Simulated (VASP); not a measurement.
# Si under biaxial strain in the (111) plane, part 2 of 2

Strain engineering needs slopes: what does biaxial strain in the (111) plane do to the lattice and the band edges of Si?

VASP 6.6.1, plane waves and PAW; the level of theory is named at each step.

So far: Starting point; Relax the crystal, LDA; Strain along the normal, LDA; Band edges, HSE06; Band edges, LDA.

### Step 5. Band edges, LDA (continued)

Level of this step: LDA; plane waves and PAW (Si) (VASP).

Parts of OUTCAR (step 5):

```text
  Total       -0.1798359     -0.1798359     -0.1798359      0.0903840      0.0903840      0.0903840
  in kB       -7.2516374     -7.2516374     -7.2516374      3.6446108      3.6446108      3.6446108
  external PRESSURE =      -7.2516374 kB  Pullay stress =       0.0000000 kB

 POSITION                                       TOTAL-FORCE (eV/Angst)
 -----------------------------------------------------------------------------------
      5.38891      5.38891      5.38891        -0.000038     -0.000038     -0.000038
      1.34940      1.34940      1.34940         0.000038      0.000038      0.000038
 -----------------------------------------------------------------------------------
    total drift:                                0.000000      0.000000      0.000000

  FREE ENERGIE OF THE ION-ELECTRON SYSTEM (eV)
  ---------------------------------------------------
  free  energy   TOTEN  =       -11.9141849859 eV

  energy  without entropy=      -11.9141849859  energy(sigma->0) =      -11.91418499

[... 1 part as in an earlier step ...]

[... 2 further parts left out ...]
[key lines of the parts left out:]
E-fermi :   5.9965
```

Read from the output:

```
energy(sigma→0) of the program : -11.9142 eV
stress, compression positive   : 0.00 along [111], -1.09 across it (mean), GPa
```

The run ends at a pressure of -0.73 GPa.

### Step 6. All members

LASPH is off in runs at LDA and on in runs at HSE06.

Hybrid runs start from orbitals of a short LDA run, not shown.

Runs beyond LDA use the data sets made with LDA; this shifts their levels slightly, and their total energies have another zero.

The other members went through these steps as far as the tables show, with the same cutoff and, step by step, the same mesh; 32 runs are not shown. The session took 3.2 core hours (wall time by ranks) on a shared machine.

```csv
in-plane strain (%),strain along the normal (%),"in-plane stress, tension positive (GPa)",energy above the unstrained row (meV/atom),"gap on the mesh, LDA (eV)"
-2.000,0.976,-4.725,11.393,0.251
-1.000,0.475,-2.303,2.819,0.370
-0.500,0.237,-1.135,0.707,0.415
0,0.000,-0.003,0.000,0.453
0.500,-0.225,1.099,0.662,0.420
1.000,-0.450,2.158,2.661,0.387
2.000,-0.876,4.174,10.516,0.321
```

Slopes at zero strain, from cubics through all rows: strain ratio -0.462, stress over strain 223 GPa.

Band edges at HSE06, counted from the valence-band top at Γ, with one row partly withheld:

```csv
in-plane strain (%),gap (eV),conduction band at Γ (eV),Δ or X valley along z (eV),Δ or X valley along x (eV),"lowest conduction level at L, [111] (eV)","lowest conduction level at L, [-111] (eV)",second valence level below the top (eV),third valence level below the top (eV)
-2.000,0.931,2.942,0.926,0.926,2.669,2.213,0.000,0.345
-1.000,1.054,3.175,1.054,1.054,?,2.280,0.000,0.159
-0.500,1.104,3.276,1.104,1.104,2.417,2.307,0.000,0.076
0,1.146,3.364,1.146,1.146,2.330,2.330,0.000,0.000
0.500,1.111,3.284,1.111,1.111,2.173,2.279,0.071,0.071
1.000,1.074,3.207,1.074,1.074,2.019,2.230,0.136,0.136
2.000,1.000,3.068,0.999,0.999,1.728,2.138,0.252,0.252
```

Conduction masses, in electron masses:

```csv
in-plane strain (%),"L [111] mass, longitudinal","L [111] mass, transverse along [1-10]"
-2.000,1.895,0.138
-1.000,1.784,0.135
-0.500,1.801,0.134
0,1.751,0.133
0.500,1.718,0.131
1.000,1.706,0.130
2.000,1.693,0.127
```

Band edges at LDA, counted from the valence-band top at Γ:

```csv
in-plane strain (%),gap (eV),conduction band at Γ (eV),Δ or X valley along z (eV),Δ or X valley along x (eV),"lowest conduction level at L, [111] (eV)","lowest conduction level at L, [-111] (eV)",second valence level below the top (eV),third valence level below the top (eV)
-2.000,0.236,2.122,0.235,0.235,1.800,1.373,0.000,0.325
-1.000,0.354,2.347,0.353,0.353,1.644,1.437,0.000,0.150
-0.500,0.401,2.445,0.401,0.401,1.565,1.462,0.000,0.072
0,0.441,2.530,0.441,0.441,1.484,1.484,0.000,0.000
0.500,0.407,2.455,0.407,0.407,1.337,1.436,0.067,0.067
1.000,0.373,2.384,0.372,0.372,1.195,1.390,0.129,0.129
2.000,0.302,2.254,0.300,0.300,0.924,1.304,0.238,0.238
```

Conduction masses, in electron masses:

```csv
in-plane strain (%),"L [111] mass, longitudinal","L [111] mass, transverse along [1-10]"
-2.000,1.989,0.133
-1.000,1.878,0.130
-0.500,1.865,0.128
0,1.833,0.126
0.500,1.833,0.124
1.000,1.800,0.123
2.000,1.776,0.119
```

### Step 7. A fit to the known rows

The quantity to fit is the splitting of the lowest conduction levels at the L points ([111] less [-111]) at HSE06: 0.456, 0.110, 0.000, -0.106, -0.211, -0.410 eV in the rows shown.

Fitting a parabola to the 6 known rows (d: strain along the axis less the strain across it, in %) gives E = 0.001839 d² + 0.1477 d − 6.62e-5 in eV; the residuals are 4.2e-5 eV r.m.s.

For the withheld row, d = 1.475, the fit gives 0.2218 eV.

### Step 8. Prediction against calculation

The calculation gives 0.2217 eV, so the prediction is 0.0001 eV too high.

The splitting is Ξu times 8/9 of d, with d as a fraction, so the linear term gives Ξu = 16.6 eV.

### Step 9. Outcome

```
ratio of normal to in-plane strain                                  : -0.462
biaxial modulus                                                     : 223 GPa
gap of the unstrained cell, HSE06                                   : 1.15 eV
gap of the unstrained cell, LDA                                     : 0.44 eV
shear deformation potential Ξu of the lowest conduction levels at L : 16.6 eV
error of the predicted row                                          : 0.1 meV
```

In words: As a check, the curvature of the energy gives 223 GPa for the same modulus (energy per volume = M × strain²), 0 % from the slope of the stress. At HSE06 the lowest conduction valley is Δ or X throughout, and the gap runs between 0.93 and 1.15 eV. At LDA the lowest conduction valley is Δ or X throughout, and the gap runs between 0.24 and 0.44 eV. Hole masses are left out throughout, since the top bands are degenerate or cross in many series; of conduction masses, those of the Γ, L and (for Si and Ge under (001) strain) Δ valleys are kept where they change by under an eighth between rows. A measured gap of unstrained Si is 1.1 eV (arxiv:1111.5263, band gap, quoted experimental value, temperature not given); the static gaps here belong to the lattice relaxed at LDA. HSE06 ran on a coarser mesh than the semilocal levels. Semilocal gaps are as a rule too small. Spin-orbit coupling is left out at HSE06 and LDA, so the valence splittings there lack it. Δ or X levels are the lowest on their line, refined by a parabola unless they lie at X; the gap is read from all points sampled and can differ from the lowest valley by some meV, or by tens of meV where strain moves the valence top off Γ. Temperature, zero-point motion and excitons are left out.

[Lines on the potential files, build, host, timing and source positions are cut from VASP's logs without a mark.]

[Logs are printed without paths, hosts, clocks, repeated set-up lines and the standing remarks that a program may print on its own settings, such as how far it seeks lower states.]

[Hosts, paths, dates, database ids (printed as entryN), source tags and the programs' standing remarks are cut or masked in the printed files.]

[In band tables of VASP the shares of atoms and orbitals are scaled to a sum of 1 inside the atoms' spheres.]
